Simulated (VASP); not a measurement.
The system is Zn.

```
Zn
1.0
     2.67000    0.00000    0.00000
    -1.33500    2.31229    0.00000
     0.00000    0.00000    4.96600
Zn
2
Direct
  0.33333 0.66667 0.25000
  0.66667 0.33333 0.75000
```

- Program: VASP 6.6.1
- Task: relaxation of cell and atoms
- Functional: r2SCAN
- Potentials or basis: VASP PAW PBE potentials, release 64 (Zn)
- Cutoff: 600 eV
- k mesh: 21 × 21 × 9
- Occupations: methfessel-paxton, width 0.1 eV
- Spin: no spin polarisation

At the start: pressure -4.7 GPa; volume 15.33 Å³/atom.

Task: Where does the relaxation end?

Result: Over 4 steps the energy falls by 15.5 meV/atom and the volume is 14.49 Å³/atom (-5.5 %); space group P6_3/mmc (No. 194, to 0.05 Å).

The path:
```
step  energy change (eV)  largest force (eV/Å)  pressure (GPa)  volume (Å³)
   1              0.0000                0.0000           -4.67        30.66
   2             -0.0305                0.0000            0.93        28.71
   3             -0.0311                0.0000            0.10        28.94
   4             -0.0310                0.0000           -0.05        28.98
```

Final structure:
```cif
data_structure
_symmetry_space_group_name_H-M 'P 1'
_symmetry_Int_Tables_number 1
_cell_length_a 2.6084
_cell_length_b 2.6084
_cell_length_c 4.9181
_cell_angle_alpha 90.000
_cell_angle_beta 90.000
_cell_angle_gamma 120.000
_cell_volume 28.98
loop_
_atom_site_label
_atom_site_type_symbol
_atom_site_fract_x
_atom_site_fract_y
_atom_site_fract_z
_atom_site_occupancy
Zn1 Zn 0.33333 0.66667 0.25000 1
Zn2 Zn 0.66667 0.33333 0.75000 1
```

Caveat: the PAW data sets were made with another functional, which shifts forces and pressure a little.
